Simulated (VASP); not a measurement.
Input:

```
CELL_PARAMETERS angstrom
      1.65500    -2.86654     0.00000
      1.65500     2.86654     0.00000
      0.00000     0.00000     5.27000
ATOMIC_POSITIONS crystal
  Sc 0.33333 0.66667 0.25000
  Sc 0.66667 0.33333 0.75000
```

The numbers are results of PBE GGA, VASP's PBE PAW potentials (set 64) (plane waves; VASP), not measurements. Run with 300 eV cut-off, 11×11×6 Γ-centred mesh, Fermi-Dirac smearing of 0.10 eV, potentials Sc_sv.

At this cut-off the stress carries a Pulay error, which pulls relaxed volumes low.

Task: Give the stress tensor in GPa (positive for a compressed cell).

Result: 
```
-0.55   0.00   0.00
 0.00  -0.55   0.00
 0.00   0.00  -1.82
```
The pressure is its mean diagonal, -0.98 GPa.

The structure is a typed Sc crystal (P6_3/mmc). The cell was not relaxed at this level.
